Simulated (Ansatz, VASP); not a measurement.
## FeSi2 (Linzhiite): VASP beside Ansatz

Aim: how closely do two programs agree when they are given the same cell, functional and k mesh? The cell is taken from a series of runs on this material, whose earlier steps may have relaxed, scaled, displaced or heated it; both programs get it as it stands.

Main program and level: Ansatz 0.2.0; plane waves, with VASP 6.6.1 beside it; zone-centre phonons at PBEsol.

**1. Starting point**

Symmetry: P4/mmm, No. 123, tetragonal system. Conventional cell: a = 2.614 Å, b = 2.614 Å, c = 5.031 Å, α = 90.00°, β = 90.00°, γ = 90.00°. Nearest to Si lie 1 Si at 2.28 Å and 4 Fe at 2.31 Å. Fe has 8 Si at 2.31 Å nearest. Farther neighbours are not listed.

**2. VASP: zone-centre phonons, PBEsol**

Second derivatives magnify differences that forces hide, and they need a tight electronic threshold.

Lines of VASP's logs that name or quote its potential files are left out, and so is its time.

INCAR

```
SYSTEM = FeSi2
PREC = Accurate
ENCUT = 600
EDIFF = 1E-08
NELM = 120
ISMEAR = 1
SIGMA = 0.2
LREAL = .FALSE.
ALGO = Normal
GGA = PS
NBANDS = 14
LASPH = .TRUE.
LORBIT = 11
LWAVE = .FALSE.
LCHARG = .FALSE.
ISIF = 2
IBRION = 8
GGA_COMPAT = .FALSE.
KPAR = 2
```

POSCAR

```
FeSi2
1.0
    2.6137785741      0.0000000000      0.0000000000
    0.0000000000      2.6137785741      0.0000000000
    0.0000000000      0.0000000000      5.0311464142
Si Fe
2 1
Direct
    0.5000000000      0.5000000000      0.2738029281
    0.5000000000      0.5000000000      0.7261970719
    0.0000000000      0.0000000000      0.0000000000
```

KPOINTS

```
Automatic mesh
0
Gamma
16 16 8
0 0 0
```

PAW data sets: Si and Fe (PBE family, release 64).

The run is started by

```sh
> mpirun -np 2 vasp_std
```

Numbers of over 12 decimals in the logs are rounded to 6 here.

Log:

```text
[banner, memory and clock lines left out]
running    2 mpi-ranks, on    1 nodes
 distrk:  each k-point on    1 cores,    2 groups
 distr:  one band on    1 cores,    1 groups

 POSCAR found type information on POSCAR SiFe
 POSCAR found :  2 types and       3 ions
|                                                                             |
|               ----> ADVICE to this user running VASP <----                  |
|                                                                             |
|     You enforced a specific xc type in the INCAR file but a different       |
|     [... a line on the potential file left out ...]
|     I HOPE YOU KNOW WHAT YOU ARE DOING!                                     |
|                                                                             |

 LDA part: xc-table for (Slater+PW92), standard interpolation
 POSCAR, INCAR and KPOINTS ok, starting setup
 FFT: planning ... GRIDC
 FFT: planning ... GRID_SOFT
 FFT: planning ... GRID
 WAVECAR not read
 entering main loop
       N       E                     dE             d eps       ncg     rms          rms(c)
DAV:   1     0.677391022968E+02    0.67739E+02   -0.78946E+03  6356   0.132E+03
DAV:   2    -0.193248002202E+02   -0.87064E+02   -0.77523E+02  6446   0.236E+02
DAV:   3    -0.235144442512E+02   -0.41896E+01   -0.40239E+01  8552   0.570E+01
DAV:   4    -0.236104497213E+02   -0.96005E-01   -0.95657E-01  7078   0.797E+00
DAV:   5    -0.236129372141E+02   -0.24875E-02   -0.24870E-02  8628   0.137E+00    0.190E+01
DAV:   6    -0.256370606186E+02   -0.20241E+01   -0.17334E+01  8064   0.999E+01    0.169E+01
DAV:   7    -0.220957905475E+02    0.35413E+01   -0.13978E+01  8524   0.900E+01    0.628E+00
DAV:   8    -0.218853526754E+02    0.21044E+00   -0.59288E-01  8872   0.114E+01    0.180E+00
DAV:   9    -0.218559307644E+02    0.29422E-01   -0.66258E-02  8854   0.525E+00    0.685E-01
DAV:  10    -0.218542318754E+02    0.16989E-02   -0.44805E-03  7590   0.563E-01    0.103E-01
DAV:  11    -0.218542111244E+02    0.20751E-04   -0.23990E-04  7944   0.151E-01    0.604E-02
DAV:  12    -0.218542029866E+02    0.81378E-05   -0.30355E-05  8142   0.756E-02    0.309E-02
DAV:  13    -0.218542018282E+02    0.11584E-05   -0.75259E-06  7874   0.306E-02    0.117E-02
DAV:  14    -0.218542014649E+02    0.36329E-06   -0.75003E-07  9000   0.145E-02    0.408E-03
DAV:  15    -0.218542014688E+02   -0.38376E-08   -0.19124E-07  8200   0.454E-03    0.138E-03
DAV:  16    -0.218542014646E+02    0.41530E-08   -0.75823E-09  4454   0.181E-03
   1 F= -.21854201E+02 E0= -.21854512E+02  d E =0.931560E-03
 Linear response reoptimize wavefunctions to high precision
DAV:   1    -0.218542014581E+02    0.64808E-08   -0.29686E-09  6806   0.536E-04
DAV:   2    -0.218542014582E+02   -0.35925E-10   -0.36387E-10  3954   0.214E-04
 Linear response DOF=           4
 Linear response progress:
  Degree of freedom:   1/  4
       N       E                     dE             d eps       ncg     rms          rms(c)
RMM:   1    -0.121430521189E-01   -0.12143E-01   -0.15027E-03 36135   0.881E-01
RMM:   2    -0.113039958734E-01    0.83906E-03   -0.37398E-04 22204   0.401E-01    0.715E-02
RMM:   3    -0.113816402391E-01   -0.77644E-04   -0.25898E-04 27255   0.127E-01    0.400E-02
RMM:   4    -0.114966129936E-01   -0.11497E-03   -0.35288E-05 25438   0.533E-02    0.569E-03
RMM:   5    -0.114978405119E-01   -0.12275E-05   -0.66423E-06 28604   0.168E-02    0.317E-03
RMM:   6    -0.114759223358E-01    0.21918E-04   -0.12272E-06 26804   0.844E-03    0.132E-03
RMM:   7    -0.114844373085E-01   -0.85150E-05   -0.14972E-07 24648   0.370E-03    0.444E-04
RMM:   8    -0.114847737226E-01   -0.33641E-06   -0.38787E-08 26332   0.147E-03    0.237E-04
RMM:   9    -0.114850751114E-01   -0.30139E-06   -0.30786E-08 27766   0.534E-04    0.674E-05
RMM:  10    -0.114846676149E-01    0.40750E-06   -0.19378E-08 27351   0.203E-04    0.159E-05
RMM:  11    -0.114847632952E-01   -0.95680E-07   -0.32417E-08 29038   0.649E-05    0.413E-06
RMM:  12    -0.114847449143E-01    0.18381E-07   -0.32375E-08 28417   0.273E-05    0.224E-06
RMM:  13    -0.114847476729E-01   -0.27585E-08   -0.31472E-08 28337   0.181E-05    0.414E-07
 first order change of Fermi-energy   0.27117E-04
 force on displaced ion       1 direction 1 :  -5.946   0.000   0.002
 Linear response progress:
  Degree of freedom:   2/  4
       N       E                     dE             d eps       ncg     rms          rms(c)
RMM:   1    -0.350964485546E-01   -0.35096E-01    0.11026E-01 14431   0.177E+00
RMM:   2    -0.325973675729E-01    0.24991E-02   -0.17161E-03  8684   0.689E-01    0.201E-01
RMM:   3    -0.329625751554E-01   -0.36521E-03   -0.16700E-03  7976   0.513E-01    0.246E-01
RMM:   4    -0.325956167175E-01    0.36696E-03   -0.73233E-04  7496   0.382E-01    0.826E-02
RMM:   5    -0.327172893271E-01   -0.12167E-03   -0.18469E-04 10259   0.964E-02    0.261E-02
RMM:   6    -0.327364931259E-01   -0.19204E-04   -0.14465E-05  9740   0.313E-02    0.102E-02
RMM:   7    -0.327482549977E-01   -0.11762E-04   -0.24327E-06  9065   0.173E-02    0.175E-03
RMM:   8    -0.327476460362E-01    0.60896E-06   -0.79714E-07 10628   0.664E-03    0.813E-04
RMM:   9    -0.327468663163E-01    0.77972E-06   -0.49825E-08 10467   0.191E-03    0.496E-04
RMM:  10    -0.327469535610E-01   -0.87245E-07   -0.11636E-08 10196   0.680E-04    0.843E-05
RMM:  11    -0.327469657612E-01   -0.12200E-07   -0.13849E-09 10256   0.257E-04    0.308E-05
RMM:  12    -0.327469394618E-01    0.26299E-07   -0.63918E-10 10403   0.103E-04    0.793E-06
RMM:  13    -0.327469371058E-01    0.23561E-08   -0.12803E-09 10712   0.466E-05    0.495E-06
 first order change of Fermi-energy  -0.11259E+00
 force on displaced ion       1 direction 3 :   0.000  -0.000 -23.773
 Linear response progress:
  Degree of freedom:   3/  4
       N       E                     dE             d eps       ncg     rms          rms(c)
RMM:   1    -0.164837628841E+00   -0.16484E+00   -0.84225E-02 18578   0.267E+00
RMM:   2    -0.164694587540E+00    0.14304E-03   -0.22622E-03 15442   0.574E-01    0.221E-01
RMM:   3    -0.164469172523E+00    0.22542E-03   -0.37513E-04 17887   0.138E-01    0.133E-01
RMM:   4    -0.164924211290E+00   -0.45504E-03   -0.39107E-04 18298   0.143E-01    0.105E-02
RMM:   5    -0.164859889272E+00    0.64322E-04   -0.83036E-06 18490   0.249E-02    0.653E-03
RMM:   6    -0.164847743947E+00    0.12145E-04   -0.92102E-07 15473   0.125E-02    0.535E-03
RMM:   7    -0.164841669514E+00    0.60744E-05   -0.31941E-07 14753   0.891E-03    0.709E-04
RMM:   8    -0.164836581973E+00    0.50875E-05   -0.94536E-08 19189   0.216E-03    0.309E-04
RMM:   9    -0.164835908366E+00    0.67361E-06   -0.11307E-08 17690   0.771E-04    0.171E-04
RMM:  10    -0.164834972468E+00    0.93590E-06   -0.35232E-09 17038   0.381E-04    0.396E-05
RMM:  11    -0.164834971346E+00    0.11225E-08   -0.34978E-09 19418   0.156E-04    0.142E-05
 first order change of Fermi-energy   0.40842E-03
 force on displaced ion       3 direction 1 : -11.326   0.000   0.000
 Linear response progress:
  Degree of freedom:   4/  4
       N       E                     dE             d eps       ncg     rms          rms(c)
RMM:   1    -0.190255142933E+00   -0.19026E+00   -0.10308E-01 11317   0.247E+00
RMM:   2    -0.182924629948E+00    0.73305E-02   -0.25706E-03  8039   0.801E-01    0.246E-01
RMM:   3    -0.181886882128E+00    0.10377E-02   -0.20165E-03  9877   0.317E-01    0.130E-01
RMM:   4    -0.182032492303E+00   -0.14561E-03   -0.44471E-04 10204   0.116E-01    0.618E-02
RMM:   5    -0.182328936693E+00   -0.29644E-03   -0.13017E-04  9670   0.914E-02    0.940E-03
RMM:   6    -0.182344281236E+00   -0.15345E-04   -0.70469E-06  8700   0.289E-02    0.790E-03
RMM:   7    -0.182347358123E+00   -0.30769E-05   -0.25774E-06  8909   0.156E-02    0.304E-03
RMM:   8    -0.182330350492E+00    0.17008E-04   -0.81368E-07 10026   0.581E-03    0.721E-04
RMM:   9    -0.182330621576E+00   -0.27108E-06   -0.10968E-07  9929   0.248E-03    0.602E-04
RMM:  10    -0.182329849914E+00    0.77166E-06   -0.15807E-08 10658   0.654E-04    0.413E-04
RMM:  11    -0.182329438061E+00    0.41185E-06   -0.11617E-08 10254   0.542E-04    0.802E-05
RMM:  12    -0.182329689968E+00   -0.25191E-06   -0.55230E-09 10701   0.218E-04    0.342E-05
RMM:  13    -0.182329688189E+00    0.17784E-08   -0.34717E-09 10354   0.102E-04    0.148E-05
 first order change of Fermi-energy   0.25504E-02
 force on displaced ion       3 direction 3 :  -0.000   0.000 -16.601
 Linear response finished
```

Parts of OUTCAR (step 2):

```text
ion  position               nearest neighbor table
   1  0.500  0.500  0.274-   2 2.28   3 2.31   3 2.31   3 2.31   3 2.31   2 2.76
   2  0.500  0.500  0.726-   1 2.28   3 2.31   3 2.31   3 2.31   3 2.31   1 2.76
   3  0.000  0.000  0.000-   1 2.31   2 2.31   1 2.31   2 2.31   1 2.31   2 2.31   1 2.31   2 2.31

  LATTYP: Found a simple tetragonal cell.
 ALAT       =     2.6137785741
 C/A-ratio  =     1.9248556339

 Subroutine GETGRP returns: Found 16 space group operations
 (whereof 16 operations were pure point group operations)

The static configuration has the point symmetry D_4h.

 Found    225 irreducible k-points:

   k-points           NKPTS =    225   k-points in BZ     NKDIM =    225   number of bands    NBANDS=     14

   dimension x,y,z NGX =    24 NGY =   24 NGZ =   40
   dimension x,y,z NGXF=    48 NGYF=   48 NGZF=   80

   ENCUT  =  600.0 eV  44.10 Ry    6.64 a.u.   5.22  5.22 10.05*2*pi/ulx,y,z

   NELECT =      16.0000    total number of electrons

 k-points in reciprocal lattice and weights: Automatic mesh
   0.00000000  0.00000000  0.00000000       0.000
   0.06250000  0.00000000  0.00000000       0.002
   0.12500000  0.00000000  0.00000000       0.002
   0.18750000  0.00000000  0.00000000       0.002
   0.25000000  0.00000000  0.00000000       0.002
   0.31250000  0.00000000  0.00000000       0.002
   0.37500000  0.00000000  0.00000000       0.002
   0.43750000  0.00000000  0.00000000       0.002
   0.50000000  0.00000000  0.00000000       0.001
[...]
0.50000000  0.43750000  0.50000000       0.002
   0.50000000  0.50000000  0.50000000       0.000

 average (electrostatic) potential at core
       1 -78.6826       2 -78.6826       3 -38.4136

  Total        3.1050514      3.1050514      3.1130829      0.0000000      0.0000000      0.0000000
  in kB      144.7354237    144.7354237    145.1097933      0.0000000      0.0000000      0.0000000
  external PRESSURE =     144.8602136 kB  Pullay stress =       0.0000000 kB

  energy-cutoff  :      600.00
  volume of cell :       34.37
      direct lattice vectors                 reciprocal lattice vectors
     2.613778574  0.000000000  0.000000000     0.382587879  0.000000000  0.000000000
     0.000000000  2.613778574  0.000000000     0.000000000  0.382587879  0.000000000
     0.000000000  0.000000000  5.031146414     0.000000000  0.000000000  0.198761856

 POSITION                                       TOTAL-FORCE (eV/Angst)
 -----------------------------------------------------------------------------------
      1.30689      1.30689      1.37754         0.000000      0.000000      0.028159
      1.30689      1.30689      3.65360         0.000000      0.000000     -0.028159
      0.00000      0.00000      0.00000         0.000000     -0.000000      0.000000
 -----------------------------------------------------------------------------------
    total drift:                               -0.000000      0.000000      0.000000

 Eigenvectors and eigenvalues of the dynamical matrix
 ----------------------------------------------------

   1 f  =   18.480042 THz   116.113526 2PiTHz  616.427837 cm-1    76.427277 meV
             X         Y         Z           dx          dy          dz
      1.306889  1.306889  1.377543    -0.000000   -0.000000   -0.707107
      1.306889  1.306889  3.653604    -0.000000    0.000000    0.707107
      0.000000  0.000000  0.000000     0.000000    0.000000    0.000000

   2 f  =   12.037312 THz    75.632662 2PiTHz  401.521507 cm-1    49.782300 meV
             X         Y         Z           dx          dy          dz
      1.306889  1.306889  1.377543    -0.000000    0.000000    0.499297
      1.306889  1.306889  3.653604    -0.000000    0.000000    0.499297
      0.000000  0.000000  0.000000     0.000000   -0.000000   -0.708099

   3 f  =    9.942570 THz    62.471009 2PiTHz  331.648434 cm-1    41.119147 meV
             X         Y         Z           dx          dy          dz
      1.306889  1.306889  1.377543     0.471399   -0.164604   -0.000000
      1.306889  1.306889  3.653604     0.471399   -0.164604    0.000000
      0.000000  0.000000  0.000000    -0.668498    0.233427   -0.000000

   4 f  =    9.942570 THz    62.471009 2PiTHz  331.648434 cm-1    41.119147 meV
             X         Y         Z           dx          dy          dz
      1.306889  1.306889  1.377543    -0.164604   -0.471399    0.000000
      1.306889  1.306889  3.653604    -0.164604   -0.471399    0.000000
      0.000000  0.000000  0.000000     0.233427    0.668498   -0.000000

   5 f  =    7.361780 THz    46.255430 2PiTHz  245.562558 cm-1    30.445863 meV
             X         Y         Z           dx          dy          dz
      1.306889  1.306889  1.377543     0.000000   -0.707107    0.000000
      1.306889  1.306889  3.653604     0.000000    0.707107   -0.000000
      0.000000  0.000000  0.000000    -0.000000    0.000000   -0.000000

   6 f  =    7.361780 THz    46.255430 2PiTHz  245.562558 cm-1    30.445863 meV
             X         Y         Z           dx          dy          dz
      1.306889  1.306889  1.377543     0.707107   -0.000000    0.000000
      1.306889  1.306889  3.653604    -0.707107    0.000000   -0.000000
      0.000000  0.000000  0.000000    -0.000000   -0.000000    0.000000

   7 f/i=    0.000452 THz     0.002841 2PiTHz    0.015082 cm-1     0.001870 meV
             X         Y         Z           dx          dy          dz
      1.306889  1.306889  1.377543    -0.000000    0.000000   -0.500702
      1.306889  1.306889  3.653604    -0.000000    0.000000   -0.500702
      0.000000  0.000000  0.000000    -0.000000    0.000000   -0.706113

   8 f/i=    0.000637 THz     0.004001 2PiTHz    0.021241 cm-1     0.002634 meV
             X         Y         Z           dx          dy          dz
      1.306889  1.306889  1.377543     0.488974   -0.107674   -0.000000
      1.306889  1.306889  3.653604     0.488974   -0.107674   -0.000000
      0.000000  0.000000  0.000000     0.689610   -0.151855   -0.000000

   9 f/i=    0.000637 THz     0.004001 2PiTHz    0.021241 cm-1     0.002634 meV
             X         Y         Z           dx          dy          dz
      1.306889  1.306889  1.377543    -0.107674   -0.488974   -0.000000
      1.306889  1.306889  3.653604    -0.107674   -0.488974   -0.000000
      0.000000  0.000000  0.000000    -0.151855   -0.689610   -0.000000

 ELASTIC MODULI CONTR FROM IONIC RELAXATION (kBar)
 Direction    XX          YY          ZZ          XY          YZ          ZX
 --------------------------------------------------------------------------------
 XX        -183.3151   -183.3151     80.9736      0.0000      0.0000      0.0000
 YY        -183.3151   -183.3151     80.9736      0.0000      0.0000      0.0000
 ZZ          80.9736     80.9736    -35.7675      0.0000     -0.0000     -0.0000
 XY           0.0000      0.0000      0.0000      0.0000      0.0000      0.0000
 YZ           0.0000      0.0000     -0.0000      0.0000   -904.9747     -0.0000
 ZX           0.0000      0.0000     -0.0000      0.0000     -0.0000   -736.7728
 --------------------------------------------------------------------------------
```

This run has no spin polarisation, so a moment on Fe, if there is one, isn't seen.

(Continued in part 2 of 2.)

[Lines on the potential files, build, host, timing and source positions are cut from VASP's logs without a mark.]

[Logs are printed without paths, hosts, clocks, repeated set-up lines and the standing remarks that a program may print on its own settings, such as how far it seeks lower states.]

[Hosts, paths, dates, database ids (printed as entryN), source tags and the programs' standing remarks are cut or masked in the printed files.]
